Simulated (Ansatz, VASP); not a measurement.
# Ba7Al24Si25O93 (glassy 57SiO2-27Al2O3-16BaO (mol %)) in two plane-wave programs, part 2 of 2

Wanted: the spread between two codes on one cell, functional and k mesh. Of the first pair: The structure shown is the start of the Ansatz relaxation below; VASP solves that cell, so the two are compared at the walk's first step.

VASP 6.6.1 and Ansatz 0.2.0.

So far. Step 3 (VASP: single point, PBE, start cell, pair 1): The run ends at a pressure of -2.11 GPa, with forces up to 0.75 eV/Å.

**6. VASP: single point, PBE, relaxed atoms in a fixed cell, pair 2**

Level of this step: PBE, spin-polarised from a ferromagnetic start; plane waves and PAW (Si, Al, Ba_sv, O) (VASP).

The same cell, functional, mesh and smearing now go to VASP, with its own data sets.

The input, INCAR:

```
SYSTEM = Ba7Al24Si25O93
PREC = Accurate
ENCUT = 520
EDIFF = 1E-06
NELM = 200
ISMEAR = -1
SIGMA = 0.01
LREAL = Auto
ALGO = Normal
GGA = PE
NELECT = 799
NBANDS = 503
ISPIN = 2
MAGMOM = -0 0 0 -0 0 -0 -0 0 -0 0 -0 -0 -0 -0 -0 -0 -0 0 -0 -0 0 0 0 -0 -0 -0 0 -0 -0 -0 -0 0 -0 -0 -0 -0 -0 -0 -0 -0 -0 -0 0 0 0 -0 -0 -0 0 0 0 -0 -0 -0 -0 -0 -0 -0 0 0 0 0 -0 0 0 -0 -0 0 0 0 0 -0 0 -0 -0 0 0 0 0 0 0 0 0 -0 -0 0 0 0 0 0 0 0 -0 0.02 0 0.26 0 -0 0 0 0 0 -0 0 0 0 0 0 0 0 0 0.15 0 0 0 0 0 0 0 0 0 -0 -0 0 0 0 0 0 0.01 0 0.05 0.01 0 0 0 0 0 0.29 0 0 -0 0 0 0 0 0 0 0 0
LORBIT = 11
LWAVE = .FALSE.
LCHARG = .FALSE.
ISIF = 2
LASPH = .TRUE.
GGA_COMPAT = .FALSE.
```

The input, POSCAR:

```
Ba7Al24Si25O93
1.0
   12.7591000000      0.0000000000      0.0000000000
    0.0000000000     12.7591000000      0.0000000000
    0.0000000000      0.0000000000     12.7591000000
Si Al Ba O
25 24 7 93
Direct
    0.4069000000      0.1675600000      0.4326300000
    0.8038800000      0.1419500000      0.7352100000
    0.1593200000      0.4245100000      0.3125900000
    0.2784200000      0.1030500000      0.0055600000
    0.8801200000      0.4053400000      0.5682700000
    0.4528600000      0.5140800000      0.0201800000
    0.6617100000      0.5885000000      0.6584100000
    0.0105100000      0.5727500000      0.1920300000
    0.7642000000      0.5638200000      0.2149500000
    0.8580900000      0.7329600000      0.7242100000
    0.0714700000      0.2741000000      0.5064100000
    0.8972800000      0.8065600000      0.4081600000
    0.4075200000      0.7429200000      0.9499700000
    0.0454900000      0.4768600000      0.9601700000
    0.6705200000      0.9688400000      0.8489500000
    0.6298600000      0.0754100000      0.4508300000
    0.6352700000      0.5500400000      0.4240400000
    0.2908700000      0.0965700000      0.2467600000
    0.4834400000      0.2549800000      0.7196700000
    0.9052900000      0.2044700000      0.0879500000
    0.0108300000      0.1796000000      0.8624900000
    0.0696200000      0.6195500000      0.7672200000
    0.1072000000      0.0086400000      0.7345000000
    0.2621800000      0.8986000000      0.3746100000
    0.7379200000      0.3789200000      0.0470400000
    0.2714600000      0.3553600000      0.9273900000
    0.1791400000      0.8178900000      0.8638600000
    0.2697800000      0.4913300000      0.7024800000
    0.0246300000      0.5832900000      0.4479800000
    0.4540400000      0.3935300000      0.5257100000
[... 113 atom lines left out ...]
    0.9630600000      0.6623600000      0.6981100000
    0.8258200000      0.8341300000      0.6413600000
    0.1649700000      0.0490000000      0.9971300000
    0.0657000000      0.5182700000      0.3054200000
    0.3686000000      0.8501100000      0.4255500000
    0.5554400000      0.9909300000      0.9010500000
```

The input, KPOINTS:

```
Automatic mesh
0
Gamma
1 1 1
0 0 0
```

Potentials, in the order of the species: Si, Al, Ba_sv and O (PBE family, release 64).

The run is started by

```console
$ export OMP_NUM_THREADS=3
$ mpirun -np 1 vasp_gam
```

What it wrote:

```text
[... set-up lines as in an earlier step ...]
 entering main loop
       N       E                     dE             d eps       ncg     rms          rms(c)
DAV:   1     0.728996228205E+04    0.72900E+04   -0.46364E+05  2044   0.155E+03
DAV:   2    -0.600127113368E+03   -0.78901E+04   -0.76320E+04  2474   0.369E+02
DAV:   3    -0.126543598214E+04   -0.66531E+03   -0.66047E+03  2368   0.114E+02
DAV:   4    -0.128349826111E+04   -0.18062E+02   -0.17988E+02  2448   0.187E+01
DAV:   5    -0.128429201654E+04   -0.79376E+00   -0.79330E+00  2984   0.325E+00BRMIX: very serious problems
 the old and the new charge density differ
 old charge density:   800.00000 new  799.00000
    0.877E+01
DAV:   6    -0.112374118756E+04    0.16055E+03   -0.73632E+02  2280   0.370E+01    0.377E+01
DAV:   7    -0.112430108360E+04   -0.55990E+00   -0.28495E+01  2504   0.797E+00    0.172E+01
DAV:   8    -0.112383745920E+04    0.46362E+00   -0.48146E+00  2376   0.418E+00    0.762E+00
DAV:   9    -0.112376293354E+04    0.74526E-01   -0.14222E+00  2776   0.281E+00    0.358E+00
[...]
DAV:  20    -0.112388376806E+04    0.43813E-06   -0.31965E-05  2264   0.987E-03    0.130E-02
DAV:  21    -0.112388376674E+04    0.13253E-05   -0.45537E-06  2200   0.488E-03    0.663E-03
DAV:  22    -0.112388376709E+04   -0.35129E-06   -0.35889E-06  2144   0.368E-03
   1 F= -.11238838E+04 E0= -.11238838E+04  d E =-.492509E-08  mag=     1.0000
```

From OUTCAR (step 6):

```text
  Total      -40.7276972     -2.1738575    -38.9282333     -0.8243829     -8.5610393     -5.3562138
  in kB      -31.4152350     -1.6768010    -30.0272219     -0.6358862     -6.6035421     -4.1315058
  external PRESSURE =     -21.0397526 kB  Pullay stress =       0.0000000 kB

 magnetization (x)
# of ion       s       p       d       tot
------------------------------------------
    1       -0.000  -0.000   0.000  -0.000
    2       -0.000   0.000   0.000  -0.000
    3        0.000   0.000   0.000   0.000
    4       -0.000  -0.000   0.000  -0.000
    5       -0.000   0.000   0.000   0.000
    6       -0.000  -0.000   0.000  -0.000
    7       -0.000  -0.000   0.000  -0.000
    8       -0.000  -0.000   0.000  -0.000
    9       -0.000  -0.000   0.000  -0.000
   10        0.000   0.000   0.000   0.000
   11       -0.000  -0.000   0.000  -0.000
   12       -0.000  -0.000   0.000  -0.000
   13       -0.000  -0.000   0.000  -0.000
[...]
--------------------------------------------------
tot          0.007   0.847  -0.001   0.854

[... 1 part as in an earlier step ...]

[... 2 further parts left out ...]
[key lines of the parts left out:]
E-fermi :   2.1286
```

The run ends at a pressure of -2.10 GPa, with forces up to 0.18 eV/Å.

**7. Side by side**

What differs besides the data sets and the points named for the pairs above, as far as they apply: site moments are counted in spheres of each program's own size. Total energies have different zeros and are not compared.

Both answers:

```csv
quantity,Ansatz,VASP,difference
total moment (μB),1.00,1.00,0.00
moment on O138 (μB),0.29,0.30,-0.02
moment on O96 (μB),0.26,0.26,0.00
moment on O112 (μB),0.15,0.17,-0.02
moment on O131 (μB),0.05,0.05,0.00
```

Forces on 7 of the 149 atoms, those with the largest forces and the largest differences (eV/Å; atoms numbered as in POSCAR):

```
atom          Ansatz x, y, z            VASP x, y, z
Ba51     0.005, 0.000, 0.006   -0.114, 0.023, -0.028
Ba56     0.003, 0.003, 0.004    0.019, -0.154, 0.082
 O57    0.002, 0.002, -0.002     0.078, 0.053, 0.036
 O69     0.005, 0.007, 0.005     0.004, 0.019, 0.101
 O91  -0.002, -0.004, -0.003   -0.012, 0.106, -0.096
O112   -0.004, 0.002, -0.003    0.097, 0.026, -0.019
O127  -0.004, -0.001, -0.002  -0.010, -0.109, -0.059
```

The forces differ by 30 meV/Å r.m.s., where the r.m.s. force is 0.008 eV/Å in Ansatz and 0.031 eV/Å in VASP: the atoms lie near their places of rest in Ansatz, so a percentage would say little (all taken over all components). The cell carries a charge of +1 e against a uniform background, so its pressure also hangs on how the neutralising background is counted, and in a defect's cell a gap may be the spacing between its levels.

**8. Summary of results**

```json
{"r.m.s. force difference (single point, PBE, start cell, pair 1)": "32 meV/Å", "r.m.s. force difference (single point, PBE, relaxed atoms in a fixed cell, pair 2)": "30 meV/Å"}
```

The r.m.s. force difference is 32 meV/Å (single point, PBE, start cell, pair 1), beyond the 12 meV/Å picked in this series as the mark of a large difference. What causes the difference of the single point, PBE, start cell, pair 1 pair stays open here. What causes the difference of the single point, PBE, relaxed atoms in a fixed cell, pair 2 pair stays open here. Such differences can come from data sets, numerical settings and the points named under the comparisons, not from the functional's error against experiment.

[Lines on the potential files, build, host, timing and source positions are cut from VASP's logs without a mark.]

[Logs are printed without paths, hosts, clocks, repeated set-up lines and the standing remarks that a program may print on its own settings, such as how far it seeks lower states.]

[Hosts, paths, dates, database ids (printed as entryN), source tags and the programs' standing remarks are cut or masked in the printed files.]
